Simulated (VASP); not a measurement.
A VASP calculation is set up with these files.

### INCAR
```
ALGO = Normal
EDIFF = 1E-7
ENCUT = 520
GGA = PE
ISIF = 2
ISMEAR = 0
LASPH = .True.
LCHARG = .False.
LMAXMIX = 4
LREAL = .False.
LWAVE = .False.
NELM = 100
PREC = Accurate
SIGMA = 0.05
SYSTEM = Mg2Ge
```

POSCAR:
```
Mg2Ge
1
    0.0000000000     3.1406194549     3.1406194549
    3.1406194549     0.0000000000     3.1406194549
    3.1406194549     3.1406194549     0.0000000000
Mg Ge
2 1
Direct
  0.2500000000   0.2500000000   0.2500000000
  0.7500000000   0.7500000000   0.7500000000
  1.0000000000   0.0000000000   0.0000000000
```

KPOINTS:
```
Automatic
0
gamma
 6 6 6
0 0 0
```

POTCAR, in this order: Mg Ge_d (PBE.64 set). Program: vasp_std.

Q: Translate this PBE calculation to Ansatz.

A: One equivalent input (not run):
Ansatz 0.2 input:
```yaml
crystal:
  lattice:
    - [0.0000000, 3.1406195, 3.1406195]
    - [3.1406195, 0.0000000, 3.1406195]
    - [3.1406195, 3.1406195, 0.0000000]
  atoms:
    - { symbol: Mg, position: [0.2500000, 0.2500000, 0.2500000] }
    - { symbol: Mg, position: [0.7500000, 0.7500000, 0.7500000] }
    - { symbol: Ge, position: [1.0000000, 0.0000000, 0.0000000] }
kpoints:
  mp_grid: { grid: [6, 6, 6] }
hamiltonian:
  xc: pbe
  pseudopotentials: { kind: paw }
scf:
  occupations: { method: gaussian, width: 0.05 }
  max_iter: 100
output: { forces: true, stress: true, eigenvalues: true }
```
Limits of the translation: each code has its own PAW files, so the cut-off isn't converted (ENCUT is set for VASP's; basis.ecutwfc is left out, and Ansatz then takes the one that its files recommend); Ansatz stops its SCF on the density residual and VASP on the energy change (EDIFF).

The compound is Mg2Ge in the antifluorite structure. This cell is one point of a volume scan, at 0.94 of the reference volume.
